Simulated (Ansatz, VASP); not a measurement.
## Mg2Br3: VASP beside Ansatz

```
CELL_PARAMETERS angstrom
5.25889 0.00000 0.00000
0.00000 5.25889 0.00000
0.00000 0.00000 10.51778
ATOMIC_POSITIONS crystal
Mg 0.00000 0.00000 0.50000
Mg 0.00000 0.00000 0.00000
Mg 0.50000 0.50000 0.25000
Mg 0.50000 0.50000 0.75000
Br 0.00000 0.50000 0.25000
Br 0.00000 0.50000 0.75000
Br 0.50000 0.00000 0.25000
Br 0.50000 0.00000 0.75000
Br 0.50000 0.50000 0.00000
Br 0.50000 0.50000 0.50000
```

Alike in both runs: task single point; functional PBE; k mesh 4 × 4 × 2; occupations gaussian, width 0.2 eV; no spin polarisation.

|  | VASP | Ansatz |
| --- | --- | --- |
| version | VASP 6.6.1 | Ansatz 0.2.0 |
| potentials or method | VASP PAW PBE potentials, release 64 (Mg, Br) | scalar-relativistic, plane waves, PAW |
| plane-wave cutoff (eV) | 520 | 420 |
| valence electrons in the cell | 50 | 82 |

VASP gave:

* gap on the k mesh at the Fermi level (eV): none
* pressure (GPa): 0.0

Which values does Ansatz return?

gap on the k mesh at the Fermi level (eV): none; pressure (GPa): 0.1.

A gap of «none» marks a metal or a gap that the smearing closes. The two sets of potentials don't hold the same shells in valence.
